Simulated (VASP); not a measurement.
# From one sheet to two: 1T-CaI2 monolayer, part 2 of 8

Aim: relax 1T-CaI2 monolayer, place its levels against the vacuum, then find how two sheets stack and bind.

VASP 6.6.1, plane waves and PAW; the level of theory is named at each step.

So far: Set-up; Relaxing the monolayer.

## (2) Relaxing the monolayer (continued)

Level of this step: r2SCAN with rVV10; plane waves and PAW (Ca_pv, I) (VASP).

Relaxation path:

```
step  energy less that of the first step (eV)  largest force (eV/Å)  pressure (GPa)  volume (Å³)
   1                                   0.0000                0.1809           -0.30       392.70
   2                                  -0.0122                0.0860           -0.13       385.03
   3                                  -0.0145                0.0135            0.01       379.55
   4                                  -0.0145                0.0219           -0.01       380.19
   5                                  -0.0146                0.0192            0.00       380.34
   6                                  -0.0147                0.0142           -0.01       380.80
```

| cell as run | before | after | change |
| --- | --- | --- | --- |
| a (Å) | 4.540 | 4.471 | -1.5 % |
| b (Å) | 4.540 | 4.471 | -1.5 % |

The atoms that moved most (Å, along periodic axes as changes of fractional coordinates times the final cell, across vacuum about the mean position):

```csv
atom,dx,dy,dz,length
I2,0.000,0.000,0.015,0.015
I3,0.000,0.000,-0.015,0.015
```

The relaxed structure:

```cif
data_structure
_symmetry_space_group_name_H-M 'P 1'
_symmetry_Int_Tables_number 1
_cell_length_a 4.4706
_cell_length_b 4.4706
_cell_length_c 22.0000
_cell_angle_alpha 90.000
_cell_angle_beta 90.000
_cell_angle_gamma 120.000
_cell_volume 380.80
loop_
_atom_site_label
_atom_site_type_symbol
_atom_site_fract_x
_atom_site_fract_y
_atom_site_fract_z
_atom_site_occupancy
Ca1 Ca 0.00000 0.00000 0.50000 1
I2 I 0.33333 0.66667 0.41888 1
I3 I 0.66667 0.33333 0.58112 1
```

Numbers from this step:

```
electronic cycles              : 60
electrons                      : 22
free energy (TOTEN)            : -60.8256 eV
Fermi energy                   : -4.310 eV
metallic                       : no
dipole moment                  : 0, 0, 0 e·Å
gap on the k-mesh              : 4.336 eV
least direct gap on the k-mesh : 4.937 eV
```

The run ended after 6 ionic steps, 0.015 eV below its first step, once forces and stress met EDIFFG = -0.015.

## (3) A second relaxation

The plane waves were chosen for the start cell, so the relaxation is repeated from its end.

INCAR

```
SYSTEM = CaI2
PREC = Normal
ENCUT = 350
EDIFF = 1E-06
NELM = 120
ISMEAR = 0
SIGMA = 0.03
LREAL = .FALSE.
ALGO = Normal
METAGGA = R2SCAN
LUSE_VDW = .TRUE.
IVDW_NL = 2
BPARAM = 11.95
CPARAM = 0.0093
LASPH = .TRUE.
NBANDS = 17
LORBIT = 11
LWAVE = .FALSE.
LCHARG = .FALSE.
KPAR = 4
IBRION = 2
NSW = 30
ISIF = 3
EDIFFG = -0.015
POTIM = 0.4
IDIPOL = 3
LDIPOL = .TRUE.
DIPOL = 0.5 0.5 0.5
LATTICE_CONSTRAINTS = .TRUE. .TRUE. .FALSE.
```

POSCAR

```
CaI2
1.0
    4.4706327046      0.0000000000      0.0000000000
   -2.2353163523      3.8716814932      0.0000000000
    0.0000000000      0.0000000000     22.0000000000
Ca I
1 2
Direct
    0.0000000000      0.0000000000      0.5000000000
    0.3333333333      0.6666666667      0.4188778001
    0.6666666667      0.3333333333      0.5811221999
```

KPOINTS

```
Automatic mesh
0
Gamma
9 9 1
0 0 0
```

Potentials, in the order of the species: Ca_pv and I (PBE family, release 64).

Launch:

```bash
$ mpirun -np 4 vasp_std
```

The program printed:

```text
[banner, memory and clock lines left out]
running    4 mpi-ranks, on    1 nodes
 distrk:  each k-point on    1 cores,    4 groups
 distr:  one band on    1 cores,    1 groups

 POSCAR found type information on POSCAR CaI
 POSCAR found :  2 types and       3 ions
 [... a notice as in an earlier step ...]

 [... a notice as in an earlier step ...]

 LDA part: xc-table for (None), standard interpolation
 POSCAR, INCAR and KPOINTS ok, starting setup
 FFT: planning ... GRIDC
 FFT: planning ... GRID_SOFT
 FFT: planning ... GRID
 WAVECAR not read
 entering main loop
       N       E                     dE             d eps       ncg     rms          rms(c)
Total rVV10 correction in eV:      0.8106781    27.9805997
Total rVV10 correction in eV:      0.8106781    27.9805997
Total rVV10 correction in eV:      0.8106781    27.9805997
Total rVV10 correction in eV:      0.8106781    27.9805997
DAV:   1     0.107562312246E+03    0.10756E+03   -0.66474E+03   449   0.764E+02
DAV:   2    -0.366970671169E+02   -0.14426E+03   -0.13738E+03   523   0.202E+02
DAV:   3    -0.618078433768E+02   -0.25111E+02   -0.24405E+02   494   0.934E+01
DAV:   4    -0.632928255080E+02   -0.14850E+01   -0.14830E+01   640   0.279E+01
DAV:   5    -0.633569777251E+02   -0.64152E-01   -0.64087E-01   736   0.508E+00    0.474E+00
Total rVV10 correction in eV:      0.8184286    27.9819640
Total rVV10 correction in eV:      0.8184286    27.9819640
Total rVV10 correction in eV:      0.8184286    27.9819640
Total rVV10 correction in eV:      0.8184286    27.9819640
DAV:   6    -0.608110996963E+02    0.25459E+01   -0.55106E-01   517   0.649E+00    0.325E+00
Total rVV10 correction in eV:      0.8333028    27.9829700
Total rVV10 correction in eV:      0.8333028    27.9829700
Total rVV10 correction in eV:      0.8333028    27.9829700
Total rVV10 correction in eV:      0.8333028    27.9829700
DAV:   7    -0.608137596307E+02   -0.26599E-02   -0.13405E-01   688   0.267E+00    0.114E+00
Total rVV10 correction in eV:      0.8387091    27.9831196
Total rVV10 correction in eV:      0.8387091    27.9831196
Total rVV10 correction in eV:      0.8387091    27.9831196
Total rVV10 correction in eV:      0.8387091    27.9831196
DAV:   8    -0.608184204346E+02   -0.46608E-02   -0.94454E-03   704   0.829E-01    0.570E-01
Total rVV10 correction in eV:      0.8406012    27.9831143
Total rVV10 correction in eV:      0.8406012    27.9831143
Total rVV10 correction in eV:      0.8406012    27.9831143
Total rVV10 correction in eV:      0.8406012    27.9831143
DAV:   9    -0.608192970472E+02   -0.87661E-03   -0.52244E-04   672   0.195E-01    0.335E-01
Total rVV10 correction in eV:      0.8427653    27.9828750
Total rVV10 correction in eV:      0.8427653    27.9828750
Total rVV10 correction in eV:      0.8427653    27.9828750
Total rVV10 correction in eV:      0.8427653    27.9828750
DAV:  10    -0.608206874957E+02   -0.13904E-02   -0.64827E-04   519   0.177E-01    0.660E-02
Total rVV10 correction in eV:      0.8441146    27.9825348
Total rVV10 correction in eV:      0.8441146    27.9825348
Total rVV10 correction in eV:      0.8441146    27.9825348
Total rVV10 correction in eV:      0.8441146    27.9825348
DAV:  11    -0.608213337887E+02   -0.64629E-03   -0.39018E-04   568   0.113E-01    0.404E-02
Total rVV10 correction in eV:      0.8449635    27.9818411
Total rVV10 correction in eV:      0.8449635    27.9818411
Total rVV10 correction in eV:      0.8449635    27.9818411
Total rVV10 correction in eV:      0.8449635    27.9818411
DAV:  12    -0.608222878634E+02   -0.95407E-03   -0.34823E-04   574   0.936E-02    0.196E-02
Total rVV10 correction in eV:      0.8453258    27.9813912
Total rVV10 correction in eV:      0.8453258    27.9813912
Total rVV10 correction in eV:      0.8453258    27.9813912
Total rVV10 correction in eV:      0.8453258    27.9813912
DAV:  13    -0.608226595247E+02   -0.37166E-03   -0.56139E-05   616   0.501E-02    0.771E-03
Total rVV10 correction in eV:      0.8454332    27.9810572
Total rVV10 correction in eV:      0.8454332    27.9810572
Total rVV10 correction in eV:      0.8454332    27.9810572
Total rVV10 correction in eV:      0.8454332    27.9810572
DAV:  14    -0.608228922994E+02   -0.23277E-03   -0.26012E-05   584   0.340E-02    0.650E-03
Total rVV10 correction in eV:      0.8455166    27.9807893
Total rVV10 correction in eV:      0.8455166    27.9807893
Total rVV10 correction in eV:      0.8455166    27.9807893
Total rVV10 correction in eV:      0.8455166    27.9807893
DAV:  15    -0.608230779401E+02   -0.18564E-03   -0.23463E-05   552   0.276E-02    0.296E-03
Total rVV10 correction in eV:      0.8455319    27.9806689
Total rVV10 correction in eV:      0.8455319    27.9806689
Total rVV10 correction in eV:      0.8455319    27.9806689
Total rVV10 correction in eV:      0.8455319    27.9806689
DAV:  16    -0.608231559675E+02   -0.78027E-04   -0.74796E-06   584   0.153E-02    0.159E-03
Total rVV10 correction in eV:      0.8455308    27.9806037
Total rVV10 correction in eV:      0.8455308    27.9806037
Total rVV10 correction in eV:      0.8455308    27.9806037
Total rVV10 correction in eV:      0.8455308    27.9806037
DAV:  17    -0.608231846798E+02   -0.28712E-04   -0.27695E-06   518   0.104E-02    0.680E-04
Total rVV10 correction in eV:      0.8455321    27.9805853
Total rVV10 correction in eV:      0.8455321    27.9805853
Total rVV10 correction in eV:      0.8455321    27.9805853
Total rVV10 correction in eV:      0.8455321    27.9805853
DAV:  18    -0.608231900324E+02   -0.53526E-05   -0.44339E-07   496   0.570E-03    0.349E-04
Total rVV10 correction in eV:      0.8455310    27.9805842
Total rVV10 correction in eV:      0.8455310    27.9805842
Total rVV10 correction in eV:      0.8455310    27.9805842
Total rVV10 correction in eV:      0.8455310    27.9805842
DAV:  19    -0.608231909596E+02   -0.92721E-06   -0.27071E-07   363   0.487E-03
Total rVV10 correction in eV:      0.8455291    27.9805860
Total rVV10 correction in eV:      0.8455291    27.9805860
Total rVV10 correction in eV:      0.8455291    27.9805860
Total rVV10 correction in eV:      0.8455291    27.9805860
Total rVV10 correction in eV:      0.8455306    27.9805847
Total rVV10 correction in eV:      0.8455306    27.9805847
Total rVV10 correction in eV:      0.8455306    27.9805847
Total rVV10 correction in eV:      0.8455306    27.9805847
   1 F= -.60823191E+02 E0= -.60823191E+02  d E =-.608232E+02
 curvature:   0.00 expect dE= 0.000E+00 dE for cont linesearch  0.000E+00
 trial: gam= 0.00000 g(F)=  0.147E-04 g(S)=  0.171E-04 ort = 0.000E+00 (trialstep = 0.100E+01)
 search vector abs. value=  0.318E-04
 reached required accuracy - stopping structural energy minimisation
```

The job ended after 64 s (4 MPI ranks of Intel Xeon 6975P-C (Granite Rapids), shared host; peak memory 1.6 GiB; 3.7 min of CPU time).

From OUTCAR (step 3):

```text
  LATTYP: Found a hexagonal cell.
 ALAT       =     4.4706327046
 C/A-ratio  =     4.9210036820

The static configuration has the point symmetry D_3d.

 Found     12 irreducible k-points:

   dimension x,y,z NGX =    20 NGY =   20 NGZ =  108
   dimension x,y,z NGXF=    40 NGYF=   40 NGZF=  216

   ENCUT  =  350.0 eV  25.72 Ry    5.07 a.u.   6.82  6.82 33.56*2*pi/ulx,y,z

   NELECT =      22.0000    total number of electrons

 dipolmoment           0.000000      0.000000      0.000000 electrons x Angstroem

 E-fermi :  -4.3104

 k-point     1 :       0.0000    0.0000    0.0000
  band No.  band energies     occupation
    ...
      7      -5.0785      2.00000
      8      -5.0785      2.00000
      9      -4.8627      2.00000
     10      -4.4468      2.00000
     11      -4.4468      2.00000
     12       0.7085      0.00000
     13       0.7415      0.00000
     14       0.7417      0.00000
     15       1.1812      0.00000
     16       1.6905      0.00000
    ...

 k-point     2 :       0.1111    0.0000    0.0000
  band No.  band energies     occupation
    ...
      7      -5.3609      2.00000
      8      -5.0945      2.00000
      9      -4.7520      2.00000
     10      -4.7406      2.00000
     11      -4.5272      2.00000
     12       0.5879      0.00000
     13       0.8774      0.00000
     14       0.9366      0.00000
     15       1.3830      0.00000
     16       1.5518      0.00000
    ...

  Total        0.0258152      0.0258152     -0.0474837      0.0000000      0.0000000      0.0000000
  in kB        0.1086162      0.1086162     -0.1997852      0.0000000      0.0000000      0.0000000
  external PRESSURE =       0.0058157 kB  Pullay stress =       0.0000000 kB

  energy-cutoff  :      350.00
  volume of cell :      380.80
      direct lattice vectors                 reciprocal lattice vectors
     4.470632705  0.000000000  0.000000000     0.223681986  0.129142855  0.000000000
    -2.235316352  3.871681493  0.000000000     0.000000000  0.258285709  0.000000000
     0.000000000  0.000000000 22.000000000     0.000000000  0.000000000  0.045454545

 POSITION                                       TOTAL-FORCE (eV/Angst)
 -----------------------------------------------------------------------------------
      0.00000      0.00000     11.00000         0.000000     -0.000000      0.000000
     -0.00000      2.58112      9.21531         0.000000     -0.000000      0.013796
      2.23532      1.29056     12.78469        -0.000000      0.000000     -0.013796
 -----------------------------------------------------------------------------------
    total drift:                               -0.000000     -0.000000      0.000000

  FREE ENERGIE OF THE ION-ELECTRON SYSTEM (eV)
  ---------------------------------------------------
  free  energy   TOTEN  =       -60.8231909596 eV

  energy  without entropy=      -60.8231909596  energy(sigma->0) =      -60.82319096

 vacuum level on the upper side and lower side of the slab         2.641         2.641

[... 4 parts as in an earlier step ...]

[... 7 further parts left out ...]
```

CONTCAR:

```
CaI2
   1.00000000000000
     4.4706327045999998    0.0000000000000000    0.0000000000000000
    -2.2353163522999999    3.8716814932000001    0.0000000000000000
     0.0000000000000000    0.0000000000000000   22.0000000000000000
  Ca              I
     1     2
Direct
     0.0000000000000000    0.0000000000000000    0.5000000000000000
     0.3333333332999970    0.6666666667000030    0.4188778000999989
     0.6666666667000030    0.3333333332999970    0.5811221999000011
```

Little changed from the start: no atom moved by 0.005 Å and no cell edge by 0.1 %.

This step gave:

```
electronic cycles   : 19
free energy (TOTEN) : -60.8232 eV
```

The start already met the threshold, so nothing moved.

[end of part 2 of 8]

[Lines on the potential files, build, host, timing and source positions are cut from VASP's logs without a mark.]

[Logs are printed without paths, hosts, clocks, repeated set-up lines and the standing remarks that a program may print on its own settings, such as how far it seeks lower states.]

[Hosts, paths, dates, database ids (printed as entryN), source tags and the programs' standing remarks are cut or masked in the printed files.]

[Runs that stopped without an error message from VASP are left out.]
